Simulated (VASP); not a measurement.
An input for Ansatz (written as the equivalent of a VASP run, and not itself run):

Ansatz 0.2 input:
```yaml
crystal:
  lattice:
    - [4.1310913, 0.0000000, 0.0000000]
    - [0.0000000, 4.1310913, 0.0000000]
    - [0.0000000, 0.0000000, 4.1310913]
  atoms:
    - { symbol: Cs, position: [0.0000000, 0.0000000, 0.0000000] }
    - { symbol: Cl, position: [0.5000000, 0.5000000, 0.5000000] }
kpoints:
  mp_grid: { grid: [7, 7, 7] }
hamiltonian:
  xc: pbe
  dispersion: d3bj
  pseudopotentials: { kind: paw }
scf:
  occupations: { method: tetrahedron }
  max_iter: 100
output: { forces: true, stress: true, eigenvalues: true }
```

Q: Write the VASP files for the same calculation (PBE-D3(BJ)).

A: This is not unique; one that fits is 
**KPOINTS**
```
Automatic mesh
0
Gamma
7 7 7
0 0 0
```

**INCAR**
```
SYSTEM = CsCl
PREC = Accurate
ENCUT = 520
EDIFF = 1E-7
NELM = 100
ALGO = Normal
LREAL = .FALSE.
LASPH = .TRUE.
ISMEAR = -5
GGA = PE
IVDW = 12
LMAXMIX = 4
LWAVE = .FALSE.
LCHARG = .TRUE.
LORBIT = 11
NEDOS = 601
ISIF = 2
```

POSCAR:
```
CsCl
1
    4.1310913156     0.0000000000    -0.0000000000
   -0.0000000000     4.1310913156     0.0000000000
   -0.0000000000    -0.0000000000     4.1310913156
Cs Cl
1 1
Direct
  0.0000000000   0.0000000000   0.0000000000
  0.5000000000   0.5000000000   0.5000000000
```

POTCAR, in this order: Cs_sv Cl (PBE.64 set). Program: vasp_std.

What does not carry over: each code has its own PAW files, so the cut-off isn't converted (ENCUT is set for VASP's; basis.ecutwfc is left out, and Ansatz then takes the one that its files recommend); Ansatz stops its SCF on the density residual and VASP on the energy change (EDIFF).

The compound is CsCl in the CsCl type structure. It was relaxed first.
